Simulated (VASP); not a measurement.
Given:

```
CELL_PARAMETERS angstrom
      5.62620     0.00000     0.00000
      0.00000     5.62620     0.00000
      0.00000     0.00000     5.62620
ATOMIC_POSITIONS crystal
  Zn 0.98534 0.98534 0.98534
  Zn 0.51466 0.51466 0.98534
  Zn 0.51466 0.98534 0.51466
  Zn 0.98534 0.51466 0.51466
  Te 0.25000 0.25000 0.25000
  S  0.75000 0.75000 0.25000
  S  0.75000 0.25000 0.75000
  S  0.25000 0.75000 0.75000
```

Computed with PBE GGA, VASP's PBE PAW potentials (set 64) (plane waves; VASP 6.6.1). Run with 400 eV cut-off, 4×4×4 Γ-centred mesh, Gaussian smearing of 0.050 eV, potentials Zn Te S.

Unless said otherwise, spin-orbit coupling is left out, though it shifts the bands of the heavy elements here.

What does the run give for the energy per atom (σ→0), band gap (on the k-mesh) with the smallest direct gap where there is one?

* **band gap (on the k-mesh)**: 1.23 eV
* **smallest direct gap (on the k-mesh)**: 1.23 eV
* **energy per atom (σ→0)**: -305.4 kJ/mol-atom

Total energies compare only between runs with the same potentials, cut-off and functional.

The structure was generated: Zn4S3Te was put into an ordered model structure (P-43m), which need not be its known phase. It was relaxed first. The start is the result of an earlier pass.
